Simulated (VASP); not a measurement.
An input for Quantum ESPRESSO's pw.x (written as the equivalent of a VASP run, and not itself run):

```
&CONTROL
  calculation = 'scf'
  pseudo_dir = './pseudo'
  outdir = './out'
  tprnfor = .true.
  tstress = .true.
/
&SYSTEM
  ibrav = 0
  nat = 1
  ntyp = 1
  ecutwfc = 92
  occupations = 'smearing'
  smearing = 'methfessel-paxton'
  degauss = 0.00735
  input_dft = 'pbe'
/
&ELECTRONS
  conv_thr = 7.3e-08
  electron_maxstep = 100
/
ATOMIC_SPECIES
  Cu 63.546 Cu.upf
CELL_PARAMETERS angstrom
     2.3617100    0.0000000    0.0000000
     0.0000000    2.3617100    0.0000000
     0.0000000    0.0000000    2.3617100
ATOMIC_POSITIONS crystal
  Cu   0.0000000  0.0000000  0.0000000
K_POINTS automatic
  14 14 14 0 0 0
```

Task: Write the VASP files for the same calculation (PBE).

Result: This is not unique; one that fits is 
**INCAR**
```
SYSTEM = Cu
PREC = Accurate
ENCUT = 400
EDIFF = 1E-6
NELM = 100
ALGO = Normal
LREAL = .FALSE.
LASPH = .TRUE.
ISMEAR = 1
SIGMA = 0.1
GGA = PE
LMAXMIX = 4
LWAVE = .FALSE.
LCHARG = .FALSE.
ISIF = 2
```

**POSCAR**
```
Cu
1
    2.3617100000     0.0000000000     0.0000000000
    0.0000000000     2.3617100000     0.0000000000
    0.0000000000     0.0000000000     2.3617100000
Cu
1
Direct
  0.0000000000   0.0000000000   0.0000000000
```

File KPOINTS:
```
Automatic mesh
0
G
  14 14 14
0 0 0
```

POTCAR, in this order: Cu (PBE.64 set). Program: vasp_std.

What does not carry over: the potentials are each code's own (VASP's PAW set, PseudoDojo norm-conserving files in pw.x), so ENCUT and ecutwfc are chosen apart and not converted; conv_thr bounds pw.x's estimated SCF error, while EDIFF bounds the energy change between steps.

The structure was generated: Cu was put into the simple-cubic type (Pm-3m), which need not be its known phase. The cell was not relaxed at this level.
